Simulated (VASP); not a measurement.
VASP runs on Ba (space group Im-3m) share one base input (PBE GGA, plane waves, VASP's PBE PAW potentials (set 64)) and change the settings named in each case.

**KPOINTS**
```
Automatic mesh
0
Gamma
12 12 12
0 0 0
```

POSCAR:
```
Ba
1
   -2.5599490000     2.5599490000     2.5599490000
    2.5599490000    -2.5599490000     2.5599490000
    2.5599490000     2.5599490000    -2.5599490000
Ba
1
Direct
  0.0000000000   0.0000000000   0.0000000000
```

### INCAR
```
PREC = Accurate
LMAXMIX = 4   # l cut-off of mixed one-centre charges
ALGO = Normal
NELM = 100   # most electronic steps
ENCUT = 300   # plane-wave cut-off (eV)
LWAVE = .FALSE.
GGA = PE   # PBE
LCHARG = .FALSE.
ISMEAR = -1
LREAL = .FALSE.   # projection in real space or not
SYSTEM = Ba
LASPH = .TRUE.   # aspherical one-centre terms
EDIFF = 1E-6   # SCF stop (eV)
SIGMA = 0.05   # width (eV)
ISIF = 2   # forces and stress, cell fixed
```

POTCAR, in this order: Ba_sv (PBE.64 set). Program: vasp_std.

| change | E(σ→0) (eV/atom) | pressure (GPa) | −TS (eV) |
|---|---|---|---|
| base run | -1.9032 | -0.44 | -0.0103 |
| GGA = PS | -2.1194 | [?] | -0.0103 |
| GGA_COMPAT = .FALSE., LNONCOLLINEAR = .TRUE., LSORBIT = .TRUE., MAGMOM = 0.0 0.0 0.0, program vasp_ncl | -2.1013 | [?] | -0.0103 |
| KPOINTS 2×2×2 Γ-centred mesh | -2.4376 | -4.07 | -0.0176 |

Task: What belongs in the gaps?

Result: 
- GGA_COMPAT = .FALSE., LNONCOLLINEAR = .TRUE., LSORBIT = .TRUE., MAGMOM = 0.0 0.0 0.0, program vasp_ncl, pressure (GPa): -0.46
- GGA = PS, pressure (GPa): -1.04

Energies of different potentials or functionals have different zeros.  Unless said otherwise, spin-orbit coupling is left out, though it shifts the bands of the heavy elements here. At 300 eV the pressure can carry a Pulay error.

Left out are runs that ran out of time, are held back, or changed the cell or the kind of run, fixed moments of cells without a moment, rows past the twelfth, gaps on odd meshes, pressures of charged cells and columns that move by less than the noise.

The structure is a typed Ba crystal. The cell was not relaxed at this level, its lattice was scaled by up to 2.5 %.
